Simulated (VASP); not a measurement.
A VASP calculation is set up with these files.

### INCAR
```
! general
SYSTEM  = NiAl
PREC    = Accurate
ENCUT   = 500
LREAL   = F
LASPH   = T

! electronic loop
EDIFF   = 1E-6
NELM    = 100
ALGO    = Normal
LMAXMIX = 4

! smearing
ISMEAR  = 1
SIGMA   = 0.1

! functional
GGA     = PS

! ions
IBRION  = 2
NSW     = 40
ISIF    = 3
EDIFFG  = -0.02

! output
LWAVE   = F
LCHARG  = F
```

KPOINTS:
```
Automatic mesh
0
Gamma
13 13 13
0 0 0
```

File POSCAR:
```
NiAl
1
    2.8628019755     0.0000000000     0.0000000000
    0.0000000000     2.8628019755     0.0000000000
    0.0000000000     0.0000000000     2.8628019755
Al Ni
1 1
Direct
  0.5000000000   0.5000000000   0.5000000000
  0.0000000000   0.0000000000   0.0000000000
```

POTCAR, in this order: Al Ni (PBE.64 set). Program: vasp_std.

Task: Translate this PBEsol calculation to Quantum ESPRESSO's pw.x.

Result: One equivalent input (not run):
```
&CONTROL
  calculation = 'vc-relax'
  pseudo_dir = './pseudo'
  outdir = './out'
  tprnfor = .true.
  tstress = .true.
  nstep = 40
  forc_conv_thr = 0.00078
/
&SYSTEM
  ibrav = 0
  nat = 2
  ntyp = 2
  ecutwfc = 98
  occupations = 'smearing'
  smearing = 'methfessel-paxton'
  degauss = 0.00735
  input_dft = 'pbesol'
/
&ELECTRONS
  conv_thr = 7.3e-08
  electron_maxstep = 100
/
&IONS
/
&CELL
/
ATOMIC_SPECIES
  Al 26.982 Al.upf
  Ni 58.693 Ni.upf
CELL_PARAMETERS angstrom
     2.8628020    0.0000000    0.0000000
     0.0000000    2.8628020    0.0000000
     0.0000000    0.0000000    2.8628020
ATOMIC_POSITIONS crystal
  Al   0.5000000  0.5000000  0.5000000
  Ni   0.0000000  0.0000000  0.0000000
K_POINTS automatic
  13 13 13 0 0 0
```
Limits of the translation: the potentials are each code's own (VASP's PAW set, PseudoDojo norm-conserving files in pw.x), so ENCUT and ecutwfc are chosen apart and not converted; conv_thr bounds pw.x's estimated SCF error, while EDIFF bounds the energy change between steps; forc_conv_thr acts on force components and is met together with etot_conv_thr.

The compound is NiAl in the CsCl type structure. It was relaxed first.
